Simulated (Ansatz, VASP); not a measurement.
# Cross-check of ZnS (Wurtzite-2H) between VASP and Ansatz, part 2 of 2

Aim: how closely do two programs agree when they are given the same cell, functional and k mesh? The cell is taken from a series of runs on this material, whose earlier steps may have relaxed, scaled, displaced or heated it; both programs get it as it stands. Other levels of theory on this material are compared in a session of their own.

VASP 6.6.1 and Ansatz 0.2.0.

So far: The structure; VASP: relaxation of cell and atoms, LDA.

## 3. Ansatz: relaxation of cell and atoms, LDA

Level of this step: Ansatz beside VASP: Kohn-Sham DFT, plane waves, LDA (Ansatz).

Ansatz runs on its PAW soft_1 files.

The same cell, functional (in two slightly different forms) and mesh now go to Ansatz, which takes its cutoff from its data sets.

input.yaml reads:

```yaml
crystal:
  lattice:
    - [3.7381579092, 0.0, 0.0]
    - [-1.8690789546, 3.2373397127, 0.0]
    - [0.0, 0.0, 6.1428450369]
  atoms:
    - { symbol: S, position: [0.3333333333, 0.6666666667, 0.3794072714] }
    - { symbol: S, position: [0.6666666667, 0.3333333333, 0.8794072714] }
    - { symbol: Zn, position: [0.3333333333, 0.6666666667, 0.0055927286] }
    - { symbol: Zn, position: [0.6666666667, 0.3333333333, 0.5055927286] }
kpoints:
  mp_grid: { grid: [9, 9, 6] }
hamiltonian:
  xc: lda
  pseudopotentials: { kind: paw, azcp: { folder: soft_1 }, xc_functional: pbe }
scf:
  occupations: { method: fixed }
output:
  forces: true
  stress: true
  eigenvalues: true
relax:
  adjacent_minimum: "off"
  f_tol: 0.001
  max_steps: 60
  cell: { stress_tol: 0.01 }
```

Command:

```
ansatz run input.yaml --threads 8 --pin off --max-ram 16384MiB --backend cpu --events-out ev --progress --plain --runs-dir out
```

Numbers of over 12 decimals in the logs are rounded to 6 here.

What it wrote:

```text
Engine: ansatz 0.2.0, x86_64-unknown-linux-gnu
Pseudopotentials: kind: paw
Pseudopotential: S, paw, valence charge 6, recommended cutoff 420 eV (normal), soft_1/S.paw.azcp
Pseudopotential: Zn, paw, valence charge 12, recommended cutoff 420 eV (normal), soft_1/Zn.paw.azcp
Functional definition: SPW92
  exchange = slater_x
  correlation = pw_c
Crystal: 4 atoms, lattice volume = 74.339 Å³
Basis set: ecut = 420 eV, 1449 PW (Γ)
Bands: 22, of which v1, the nominal top of the filled ones, is band 18 counted from 1 (17 counted from 0)
Symmetry: 12 space group operations
Space group: P63mc (ITA 186), of the structure as read, at distance tolerance 4.2e-5 Å
k-points: 48 of 486 (time reversal used)
Non-local potential: S, projectors of the file, l = 0: 2, l = 1: 2, l = 2: 1
Non-local potential: Zn, projectors of the file, l = 0: 2, l = 1: 2, l = 2: 3, l = 3: 1
PAW form: soft (Blöchl's): semilocal exchange-correlation on the pseudo side does not see the compensation charge
PAW frozen core: S, regenerated for the run's functional, and the local potential with it (the file was generated under x = pbe(κ = 0.804, μ = 0.219515), c = pbe(β = 0.066725))
PAW frozen core: Zn, regenerated for the run's functional, and the local potential with it (the file was generated under x = pbe(κ = 0.804, μ = 0.219515), c = pbe(β = 0.066725))
PAW one-centre angular grid: S, 110 points (default); XC on 64 Gauss nodes
PAW one-centre angular grid: Zn, 590 points (default); XC on 64 Gauss nodes
Initial density: superposition of atomic densities (chi_scale 0.1, normalization cell, long waves kept (reshape's long-wave potential 0.00 eV rms))
Initial wavefunctions: pseudopotential atomic-orbital guess
Functional: x = slater, c = lda
SCF iter   1: F=—  HF=-8235.082162 eV  |F-HF|=—  |Δ(HF+E_count)|=         —  Δρ=3.82e-2  dr2=6.78e-1  ethr=3.10e-3  ⟨swp⟩=5.1  Hψ=5235  notcnv=0  defer=91
preconditioner: auto → Resta (q_TF=auto, 2.418 Å⁻¹)  ε∞=6.3  [insulator: Δε(μ)=2.443 eV  Ē_g=11.197 eV  n_scr=22 (ndim 8)  ℏωp=25.8 eV  f_vac=0.002  ε∞_Penn≈6.3]
SCF iter   2: F=—  HF=-8234.921467 eV  |F-HF|=—  |Δ(HF+E_count)|=   1.61e-1  Δρ=1.59e-2  dr2=1.51e-1  ethr=1.88e-3  ⟨swp⟩=2.4  Hψ=2187  notcnv=0  defer=94
SCF iter   3: F=—  HF=-8234.888408 eV  |F-HF|=—  |Δ(HF+E_count)|=   3.31e-2  Δρ=1.01e-2  dr2=5.10e-2  ethr=4.18e-4  ⟨swp⟩=2.0  Hψ=1924  notcnv=0  defer=94
SCF iter   4: F=—  HF=-8234.872117 eV  |F-HF|=—  |Δ(HF+E_count)|=   1.63e-2  Δρ=3.04e-3  dr2=4.38e-3  ethr=1.42e-4  ⟨swp⟩=2.0  Hψ=2306  notcnv=0  defer=94
SCF iter   5: F=—  HF=-8234.872296 eV  |F-HF|=—  |Δ(HF+E_count)|=   1.79e-4  Δρ=4.66e-4  dr2=1.90e-4  ethr=1.22e-5  ⟨swp⟩=2.1  Hψ=1845  notcnv=0  defer=94
SCF iter   6: F=—  HF=-8234.872362 eV  |F-HF|=—  |Δ(HF+E_count)|=   6.65e-5  Δρ=2.34e-4  dr2=3.71e-5  ethr=5.28e-7  ⟨swp⟩=2.8  Hψ=1831  notcnv=0  defer=88
SCF iter   7: F=—  HF=-8234.872371 eV  |F-HF|=—  |Δ(HF+E_count)|=   8.57e-6  Δρ=5.72e-5  dr2=9.59e-7  ethr=1.03e-7  ⟨swp⟩=2.4  Hψ=1892  notcnv=0  defer=3
SCF iter   8: F=—  HF=-8234.872372 eV  |F-HF|=—  |Δ(HF+E_count)|=   1.34e-6  Δρ=1.71e-5  dr2=1.27e-7  ethr=2.66e-9  ⟨swp⟩=2.2  Hψ=1792  notcnv=0  defer=3
SCF iter   9: F=-8234.872372 eV  HF=-8234.872372 eV  |F-HF|=5.82e-11  |Δ(HF+E_count)|=   1.40e-8  Δρ=1.54e-6  dr2=1.93e-9  ethr=2.78e-10  ⟨swp⟩=8.1  Hψ=6167  notcnv=0
SCF 1 converged in 9 iterations: F = -8234.872372 eV  dr2 = 1.93e-9
  greatest PAW one-centre occupation: 0.983 electrons in one spin orbital (limit 2), on the Zn atom at site 2 (counted from 0), in its partial waves of l = 2
relax step   1: F+E_penalty+E_count = -8234.87237208 eV  Δ(F+E_penalty+E_count) = +0.000e0 eV  max|allowed force component| = 1.782e-4 eV/Å  Δτ_max = 0.0000 Å  P = -0.002 GPa  Ω = 74.339 Å³  (9 SCF iters, dr2 threshold 1.00e-7 eV, accepted)
Initial density: handed on by an earlier stage of this run
Initial wavefunctions: pseudopotential atomic-orbital guess (no wavefunctions were taken with the density)
iter 1 solved again at ethr=1.63e-7 eV; its pass at ethr=3.10e-3 eV (dr2=5.86e-5 eV) is discarded
SCF iter   1: F=—  HF=-8234.872372 eV  |F-HF|=—  |Δ(HF+E_count)|=         —  Δρ=3.47e-6  dr2=4.93e-9  ethr=1.63e-7  ⟨swp⟩=3.4  Hψ=8470  notcnv=0  defer=95
eigensolver tolerance schedule: the retry pair's looser diagonalisation over-reported the residual by 11888.26 of it (diagonalisation noise at 1.66 of the residual, at the tolerance the schedule requests for it); recorded, not acted on — ethr = c·dr2/N_el stays at c = 1.0e-1
preconditioner: auto → Resta (q_TF=auto, 2.418 Å⁻¹)  ε∞=6.7  [insulator: Δε(μ)=2.186 eV  Ē_g=10.836 eV  n_scr=22 (ndim 8)  ℏωp=25.8 eV  f_vac=0.025  ε∞_Penn≈6.7]
SCF iter   2: F=—  HF=-8234.872372 eV  |F-HF|=—  |Δ(HF+E_count)|=   3.73e-7  Δρ=2.98e-6  dr2=3.88e-9  ethr=1.37e-11  ⟨swp⟩=4.0  Hψ=3276  notcnv=0  defer=91
SCF iter   3: F=—  HF=-8234.872372 eV  |F-HF|=—  |Δ(HF+E_count)|=   1.12e-9  Δρ=1.32e-6  dr2=1.14e-9  ethr=1.08e-11  ⟨swp⟩=2.0  Hψ=1536  notcnv=0  defer=91
SCF iter   4: F=—  HF=-8234.872372 eV  |F-HF|=—  |Δ(HF+E_count)|=  3.64e-11  Δρ=6.91e-7  dr2=2.00e-10  ethr=3.16e-12  ⟨swp⟩=2.0  Hψ=1565  notcnv=0  defer=91
SCF iter   5: F=—  HF=-8234.872372 eV  |F-HF|=—  |Δ(HF+E_count)|=  4.37e-11  Δρ=7.89e-7  dr2=2.07e-10  ethr=1.00e-12  ⟨swp⟩=1.0  Hψ=1056  notcnv=0  defer=91
SCF iter   6: F=—  HF=-8234.872372 eV  |F-HF|=—  |Δ(HF+E_count)|=  4.73e-11  Δρ=3.29e-7  dr2=3.73e-11  ethr=1.00e-12  ⟨swp⟩=1.0  Hψ=1056  notcnv=0  defer=91
SCF iter   7: F=—  HF=-8234.872372 eV  |F-HF|=—  |Δ(HF+E_count)|=  1.27e-11  Δρ=1.45e-7  dr2=7.15e-12  ethr=1.00e-12  ⟨swp⟩=1.0  Hψ=1056  notcnv=0  defer=91
SCF iter   8: F=-8234.872372 eV  HF=-8234.872372 eV  |F-HF|=1.82e-12  |Δ(HF+E_count)|=    0.00e0  Δρ=4.42e-8  dr2=6.36e-13  ethr=1.00e-12  ⟨swp⟩=9.0  Hψ=7369  notcnv=0
SCF 2 converged in 8 iterations: F = -8234.872372 eV  dr2 = 6.36e-13
relax step   2: F+E_penalty+E_count = -8234.87237208 eV  Δ(F+E_penalty+E_count) = -3.492e-10 eV  max|allowed force component| = 1.768e-4 eV/Å  Δτ_max = 0.0000 Å  P = -0.002 GPa  Ω = 74.339 Å³  stress off target by 2.70e-3 GPa  SCF on the basis re-selected at this cell (its energy is not comparable with the rows above)  (8 SCF iters)
basis re-selected at this cell: Δ(F+E_penalty+E_count) = -3.492e-10 eV, ΔP = -0.000 GPa vs the last step (what re-selecting the basis moved, of the pressure what is left beyond the Pulay correction that the steps carried, after the strain that the cell walked since its last selection, with what the two solves' SCF thresholds leave and, on support functions, any second-order correction that the steps lacked; it is no  [...]
SCF converged after 8 iterations
Free energy (F): -8234.872372 eV
Harris-Foulkes:  -8234.872372 eV  (|F-HF|=1.82e-12)
Internal energy: -8234.872372 eV  (E = F + TS)
E sigma→0 (E₀):  -8234.872372 eV
Fermi energy:    6.314240 eV
--- Per-component energies (eV) ---
  E_band       = 16.816049
  E_kinetic    = 511.731477
  E_local      = -4472.802083  (includes V_loc(G=0)·N_el)
  E_nonlocal   = 1714.966498
  E_hartree    = 1699.563057
  E_xc         = -333.683988
  E_vxc        = -271.446827  (∫ρ·V_xc dr)
  E_paw        = -4803.901971  (= ΣΔE_a)
  E_vpaw       = -864.758583  (= ΣTr[D̂ρ^β])
  E_aug_tail   = -0.000505  (compensation charges beyond the density's cutoff)
  E_ewald      = -2554.165539
  E_core_change = 3.420682  (= ΣΔE_core)
  E_smearing   = -0.000000  (= −TS)
  E_closure    = 0.000000  (closes the sum)
  Σ components = -8234.872372   (vs F -8234.872372, Δ=0.00e0)
--- Forces (eV/Å), atoms counted from 1 ---
  atom   1  S     -0.00000000     0.00000000     0.00017678
  atom   2  S      0.00000000    -0.00000000     0.00017678
  atom   3  Zn     0.00000000    -0.00000000    -0.00017677
  atom   4  Zn     0.00000000    -0.00000000    -0.00017677
  max |Σ_I F_I| component: 1.98e-8 eV/Å
--- Stress (GPa, compression-positive) ---
       -0.002701       0.000000       0.000000
        0.000000      -0.002701      -0.000000
        0.000000      -0.000000      -0.001978
  P = ⅓ Tr σ = -0.0025 GPa (-0.025 kbar)
--- Band table (eV; the first three rows and the last of 48) ---
  k-point 0: bands = [... 14 lower, 5.3241, 6.2108, 6.3142, 6.3142, 8.5001, 9.3041, 12.4038, 12.4038]
  k-point 1: bands = [... 14 lower, 5.3845, 5.5858, 6.2409, 6.2409, 9.0348, 9.3752, 12.4458, 12.4458]
  k-point 2: bands = [... 14 lower, 5.5533, 5.5533, 6.0464, 6.0464, 9.5737, 9.7264, 12.3811, 12.5964]
  k-point 47: bands = [... 14 lower, 2.9298, 2.9298, 4.8034, 4.8034, 10.6710, 10.6710, 12.3980, 12.3980]
--- Relaxed structure (1 steps of the walk, 1 accepted, 1 SCFs on fresh bases) ---
  F+E_penalty+E_count = -8234.87237208 eV   max|allowed force component| = 1.768e-4 eV/Å   (the final SCF, on the basis selected at the relaxed cell)
  cell:  # Å, volume = 74.3388 Å³
    - [3.738158, 0.0, 0.0]
    - [-1.869079, 3.237340, 0.0]
    - [0.0, 0.0, 6.1428450369]
  atoms:
    - { symbol: S, position: [0.333333, 0.666667, 0.379407] }
    - { symbol: S, position: [0.666667, 0.333333, 0.8794072714] }
    - { symbol: Zn, position: [0.333333, 0.666667, 0.00559273] }
    - { symbol: Zn, position: [0.666667, 0.333333, 0.505593] }
```

In the SCF lines HF is the Harris–Foulkes energy and dr2 the Hartree energy of the density residual, in eV; the loop may stop once dr2 is under the threshold and the program's other checks hold. Hψ counts applications of the Hamiltonian.

## 4. Side by side

Known differences besides the potentials themselves: the two LDA forms differ slightly; fixed occupations in Ansatz, narrow Gaussian smearing in VASP; the cutoff is 420 eV in Ansatz and 500 eV in VASP; VASP's log shows a relativistic correction to its local exchange, Ansatz's none; Ansatz adds a Pulay correction to the stress that steers its cell, VASP none. Total energies have different zeros and are not compared.

Both answers:

| quantity | Ansatz | VASP | difference |
| --- | --- | --- | --- |
| volume (Å³) | 74.34 | 74.56 | -0.29 % |
| edge a after relaxation, in the typed setting (Å) | 3.738 | 3.742 | -0.10 % |
| edge c after relaxation, in the typed setting (Å) | 6.143 | 6.149 | -0.10 % |

## 5. Results

```
difference in volume (relaxation of cell and atoms, LDA) : -0.29 %
```

What this shows: The difference in volume is -0.29 % (relaxation of cell and atoms, LDA), within the 1.2 % picked in this series as the mark of a large difference, as far as the stopping tolerances let one tell. 14 further runs of this series are not shown here. Such differences can come from data sets, numerical settings and the points named under the comparisons, not from the functional's error against experiment.

[Lines on the potential files, build, host, timing and source positions are cut from VASP's logs without a mark.]

[Logs are printed without paths, hosts, clocks, repeated set-up lines and the standing remarks that a program may print on its own settings, such as how far it seeks lower states.]

[Hosts, paths, dates, database ids (printed as entryN), source tags and the programs' standing remarks are cut or masked in the printed files.]
